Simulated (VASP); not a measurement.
The system is AgB2.

```
Ag B
1.0
     3.00000    0.00000    0.00000
    -1.50000    2.59808    0.00000
     0.00000    0.00000    3.24000
Ag B
1 2
Direct
  0.00000 0.00000 0.00000
  0.66667 0.33333 0.50000
  0.33333 0.66667 0.50000
```

- Program: VASP 6.6.1
- Task: relaxation of cell and atoms
- Functional: RPBE
- Potentials or basis: VASP PAW PBE potentials, release 64 (Ag, B)
- Cutoff: 600 eV
- k mesh: 10 × 10 × 8
- Occupations: fermi-dirac, width 0.05 eV
- Spin: no spin polarisation

At the start: pressure 58.9 GPa; volume 8.42 Å³/atom.

Task: Where does the relaxation end?

Result: Over 10 steps the energy falls by 498.7 meV/atom and the volume is 11.01 Å³/atom (+30.8 %); space group P6/mmm (No. 191, to 0.05 Å).

The path:
| step | energy change (eV) | largest force (eV/Å) | pressure (GPa) | volume (Å³) |
| --- | --- | --- | --- | --- |
| 1 | 0.0000 | 0.0000 | 58.89 | 25.25 |
| 2 | -0.7979 | 0.0000 | -18.92 | 38.26 |
| 3 | -1.1409 | 0.0000 | -2.99 | 32.45 |
| 4 | -1.3804 | 0.0000 | -0.74 | 32.36 |
| 5 | -1.3964 | 0.0000 | 9.43 | 31.75 |
| 6 | -1.4844 | 0.0000 | 3.19 | 32.13 |
| 7 | -1.4851 | 0.0000 | 3.97 | 32.08 |
| 8 | -1.4936 | 0.0000 | -1.59 | 33.48 |
| 9 | -1.4962 | 0.0000 | 0.17 | 33.01 |
| 10 | -1.4962 | 0.0000 | 0.07 | 33.03 |

Final structure:
```
Ag B
1.0
     3.03557    0.00000    0.00000
    -1.51778    2.62888    0.00000
     0.00000    0.00000    4.13926
Ag B
1 2
Cartesian
  0.0000 0.0000 0.0000
  1.5178 0.8763 2.0696
  0.0000 1.7526 2.0696
```

Caveat: the volume moved by over 15 % at a fixed basis, so the end points are rough; the PAW data sets were made with another functional, which shifts forces and pressure a little.
